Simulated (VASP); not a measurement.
All values below come from LDA (Ceperley-Alder, Perdew-Zunger), VASP's LDA PAW potentials (set 64) (plane waves; VASP).

A VASP calculation is set up with these files.

File POSCAR:
```
V3Re
1
    0.0000000000     3.0014500000     3.0014500000
    3.0014500000     0.0000000000     3.0014500000
    3.0014500000     3.0014500000     0.0000000000
V Re
3 1
Direct
  0.7678110000   0.7488080000   0.7475770000
  0.2572990000   0.2470980000   0.2507260000
 -0.0150890000  -0.0053160000  -0.0045910000
  0.4899790000   0.5094090000   0.5062880000
```

File KPOINTS:
```
Automatic mesh
0
Gamma
5 5 5
0 0 0
```

### INCAR
```
ALGO = Normal
EDIFF = 1E-6
ENCUT = 300
ISIF = 2
ISMEAR = 0
LASPH = .TRUE.
LCHARG = .FALSE.
LMAXMIX = 6
LREAL = .FALSE.
LWAVE = .FALSE.
NELM = 100
PREC = Accurate
SIGMA = 0.1
SYSTEM = V3Re
```

POTCAR, in this order: V_sv Re (LDA.64 set). Program: vasp_std.

The run wrote:

### OSZICAR
```
       N       E                     dE             d eps       ncg     rms          rms(c)
DAV:   1     0.410871119456E+03    0.41087E+03   -0.20358E+04  4411   0.138E+03
DAV:   2    -0.213349294596E+02   -0.43221E+03   -0.42359E+03  4346   0.548E+02
DAV:   3    -0.489181558425E+02   -0.27583E+02   -0.26580E+02  5217   0.128E+02
DAV:   4    -0.498732775103E+02   -0.95512E+00   -0.94451E+00  4852   0.274E+01
DAV:   5    -0.499186313933E+02   -0.45354E-01   -0.44917E-01  5037   0.427E+00    0.450E+01
DAV:   6    -0.469271523645E+02    0.29915E+01   -0.53206E+01  5740   0.564E+01    0.198E+01
DAV:   7    -0.457173799162E+02    0.12098E+01   -0.37644E+01  5793   0.431E+01    0.108E+01
DAV:   8    -0.452383203640E+02    0.47906E+00   -0.15141E+01  5700   0.284E+01    0.860E+00
DAV:   9    -0.445343124138E+02    0.70401E+00   -0.40211E+00  5188   0.120E+01    0.270E+00
DAV:  10    -0.445187808136E+02    0.15532E-01   -0.20078E-01  4908   0.415E+00    0.132E+00
DAV:  11    -0.445143838507E+02    0.43970E-02   -0.45638E-02  4604   0.252E+00    0.999E-01
DAV:  12    -0.445127494391E+02    0.16344E-02   -0.93673E-03  4476   0.105E+00    0.459E-01
DAV:  13    -0.445128181646E+02   -0.68725E-04   -0.97108E-04  5537   0.237E-01    0.223E-01
DAV:  14    -0.445127956912E+02    0.22473E-04   -0.45570E-04  5764   0.213E-01    0.251E-02
DAV:  15    -0.445127909637E+02    0.47275E-05   -0.76448E-05  5961   0.964E-02    0.947E-03
DAV:  16    -0.445127904824E+02    0.48130E-06   -0.55355E-06  3692   0.297E-02
   1 F= -.44512790E+02 E0= -.44503104E+02  d E =-.193724E-01
```

**OUTCAR**
```
------------------------ aborting loop because EDIFF is reached ----------------------------------------
  FORCE on cell =-STRESS in cart. coord.  units (eV):
  Direction    XX          YY          ZZ          XY          YZ          ZX
  --------------------------------------------------------------------------------------
  Total       -3.3950778     -3.6644932     -3.5722234     -0.1092851     -0.1359181     -0.1019167
  in kB     -100.5858702   -108.5678337   -105.8341578     -3.2377858     -4.0268419     -3.0194844
  external PRESSURE =    -104.9959539 kB  Pullay stress =       0.0000000 kB
  volume of cell :       54.08
      direct lattice vectors                 reciprocal lattice vectors
     0.000000000  3.001450000  3.001450000    -0.166586150  0.166586150  0.166586150
     3.001450000  0.000000000  3.001450000     0.166586150 -0.166586150  0.166586150
     3.001450000  3.001450000  0.000000000     0.166586150  0.166586150 -0.166586150
 POSITION                                       TOTAL-FORCE (eV/Angst)
 -----------------------------------------------------------------------------------
      4.49132      4.54836      4.55206         0.237796     -0.737782     -0.764560
      1.49419      1.52481      1.51392         0.220643     -0.425748     -0.256942
      5.97316      5.94383      5.94166         0.302361      0.767726      0.787483
      3.04856      2.99025      2.99961        -0.760800      0.395804      0.234019
 -----------------------------------------------------------------------------------
    total drift:                               -0.002708      0.000272     -0.000290
  FREE ENERGIE OF THE ION-ELECTRON SYSTEM (eV)
  ---------------------------------------------------
  free  energy   TOTEN  =       -44.5127904824 eV

  energy  without entropy=      -44.4934180359  energy(sigma->0) =      -44.50310426
```
(Selected blocks of OUTCAR.)

At this cut-off the stress carries a Pulay error, which pulls relaxed volumes low.

The structure comes from a computed database's V3Re entry; how it stands against other phases isn't given here. The cell was not relaxed at this level, atoms are displaced from their ideal sites. The k-mesh is coarse (spacing up to 0.36 per Å, 2π included), so the numbers may not be converged in it. The run is not spin-polarised, so no magnetic state was tried.
